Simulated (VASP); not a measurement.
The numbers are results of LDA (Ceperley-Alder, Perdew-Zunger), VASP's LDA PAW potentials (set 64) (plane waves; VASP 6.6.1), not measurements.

Input for VASP

File KPOINTS:
```
Regular mesh
0
Gamma
  4 4 4
```

File POSCAR:
```
Bi2Te3
1
    2.2090650000     1.2754040000    10.7524330000
   -2.2090650000     1.2754040000    10.7524330000
    0.0000000000    -2.5508090000    10.7524330000
Bi Te
2 3
Direct
  0.6059720000   0.6012860000   0.6011000000
  0.3990620000   0.4001290000   0.3904130000
  0.7710390000   0.7898590000   0.7880350000
  0.2185730000   0.2130340000   0.2214310000
  0.0053530000  -0.0043090000  -0.0009800000
```

### INCAR
```
! general
SYSTEM =Bi2Te3
PREC   =Accurate
ENCUT  =300
LREAL  =.FALSE.   ! projection in real space or not
LASPH  =.TRUE.   ! aspherical one-centre terms
NBANDS =40

! electronic loop
EDIFF  =1E-6   ! SCF stop (eV)
NELM   =100   ! most electronic steps
ALGO   =Normal
LMAXMIX=4   ! l cut-off of mixed one-centre charges

! smearing
ISMEAR =0
SIGMA  =0.01   ! width (eV)

! ions
ISIF   =2   ! forces and stress, cell fixed

! output
LWAVE  =.FALSE.
LCHARG =.FALSE.
```

POTCAR, in this order: Bi_d Te (LDA.64 set). Program: vasp_std.

The run wrote:

### OSZICAR
```
       N       E                     dE             d eps       ncg     rms          rms(c)
DAV:   1     0.348318642313E+03    0.34832E+03   -0.15671E+04  2968   0.764E+02
DAV:   2     0.121513446239E+02   -0.33617E+03   -0.32065E+03  3184   0.249E+02
DAV:   3    -0.206492704611E+02   -0.32801E+02   -0.32307E+02  3592   0.950E+01
DAV:   4    -0.217584659864E+02   -0.11092E+01   -0.11078E+01  3584   0.200E+01
DAV:   5    -0.217968614021E+02   -0.38395E-01   -0.38394E-01  4232   0.324E+00    0.656E+00
DAV:   6    -0.214521383644E+02    0.34472E+00   -0.27684E-01  4016   0.376E+00    0.467E+00
DAV:   7    -0.214395104829E+02    0.12628E-01   -0.17301E-01  3528   0.146E+00    0.138E+00
DAV:   8    -0.214375158626E+02    0.19946E-02   -0.22194E-02  3392   0.706E-01    0.482E-01
DAV:   9    -0.214370526851E+02    0.46318E-03   -0.20577E-03  3688   0.235E-01    0.267E-01
DAV:  10    -0.214370790335E+02   -0.26348E-04   -0.47778E-04  3664   0.752E-02    0.486E-02
DAV:  11    -0.214370781852E+02    0.84823E-06   -0.15806E-05  3168   0.266E-02    0.185E-02
DAV:  12    -0.214370799667E+02   -0.17815E-05   -0.11609E-05  3216   0.129E-02    0.136E-02
DAV:  13    -0.214370798725E+02    0.94158E-07   -0.12473E-06  2480   0.573E-03
   1 F= -.21437080E+02 E0= -.21437080E+02  d E =-.602488E-14
```

**OUTCAR**
```
------------------------ aborting loop because EDIFF is reached ----------------------------------------
  FORCE on cell =-STRESS in cart. coord.  units (eV):
  Direction    XX          YY          ZZ          XY          YZ          ZX
  --------------------------------------------------------------------------------------
  Total       -2.8809644     -2.8116925     -2.9619557     -0.1753896      0.0798614      0.3773569
  in kB      -25.3941744    -24.7835789    -26.1080693     -1.5459667      0.7039358      3.3262012
  external PRESSURE =     -25.4286075 kB  Pullay stress =       0.0000000 kB
  volume of cell :      181.77
      direct lattice vectors                 reciprocal lattice vectors
     2.209065000  1.275404000 10.752433000     0.226340103  0.130677513  0.031000740
    -2.209065000  1.275404000 10.752433000    -0.226340103  0.130677513  0.031000740
     0.000000000 -2.550809000 10.752433000     0.000000000 -0.261355026  0.031000728
 POSITION                                       TOTAL-FORCE (eV/Angst)
 -----------------------------------------------------------------------------------
      0.01035      0.00645     19.44425         0.027188     -0.014718      0.249521
     -0.00236      0.02342     12.79114        -0.066480     -0.079022     -0.052740
     -0.04157     -0.01935     25.25674         0.143312      0.098648     -0.089012
      0.01224     -0.01435      7.02175        -0.013315      0.040944     -0.086942
     -2.18772     -1.27157     21.50555        -0.090705     -0.045852     -0.020827
 -----------------------------------------------------------------------------------
    total drift:                               -0.000027      0.000017      0.001245
  FREE ENERGIE OF THE ION-ELECTRON SYSTEM (eV)
  ---------------------------------------------------
  free  energy   TOTEN  =       -21.4370798725 eV

  energy  without entropy=      -21.4370798725  energy(sigma->0) =      -21.43707987
```
(Selected blocks of OUTCAR.)

File OUTCAR:
```
 val. band max:        4.8681976441   @ k =   0.0000   0.0000   0.0000

 cond. band min:       5.3802330730   @ k =   0.0000   0.0000   0.0000


 Fermi energy:         4.9165778674

 k-point     1 :       0.0000    0.0000    0.0000
  band No.  band energies     occupation
      1     -17.9273      2.00000
      2     -17.9262      2.00000
      3     -17.9169      2.00000
      4     -17.9120      2.00000
      5     -17.9118      2.00000
      6     -17.8898      2.00000
      7     -17.8896      2.00000
      8     -17.8808      2.00000
      9     -17.8765      2.00000
     10     -17.8752      2.00000
     11      -8.0049      2.00000
     12      -7.4782      2.00000
     13      -5.8862      2.00000
     14      -3.8365      2.00000
     15      -3.0593      2.00000
     16       3.1227      2.00000
     17       3.1647      2.00000
     18       3.4267      2.00000
     19       3.4728      2.00000
     20       3.5833      2.00000
     21       3.7042      2.00000
     22       4.3381      2.00000
     23       4.3520      2.00000
     24       4.8682      2.00000
     25       5.3802      0.00000
     26       5.9923      0.00000
     27       6.0771      0.00000
     28       6.9222      0.00000
     29       7.1366      0.00000
     30       7.2209      0.00000
     31      10.0866      0.00000
     32      11.0658      0.00000
     33      11.0976      0.00000
     34      11.1169      0.00000
     35      11.1332      0.00000
     36      11.8671      0.00000
     37      11.9273      0.00000
     38      12.5851      0.00000
     39      12.6380      0.00000
     40      12.7440      0.00000

 k-point     2 :       0.2500    0.0000   -0.0000
  band No.  band energies     occupation
      1     -17.9324      2.00000
      2     -17.9230      2.00000
      3     -17.9151      2.00000
      4     -17.9114      2.00000
      5     -17.9091      2.00000
      6     -17.8940      2.00000
      7     -17.8863      2.00000
      8     -17.8776      2.00000
...
```

At this cut-off the stress carries a Pulay error, which pulls relaxed volumes low. Unless said otherwise, spin-orbit coupling is left out, though it shifts the bands of the heavy elements here.

The structure comes from a computed database's Bi2Te3 entry; how it stands against other phases isn't given here. The cell was not relaxed at this level, atoms are displaced from their ideal sites. The run is one of a series of settings (NBANDS = 40 against the base run), some of them coarse on purpose.
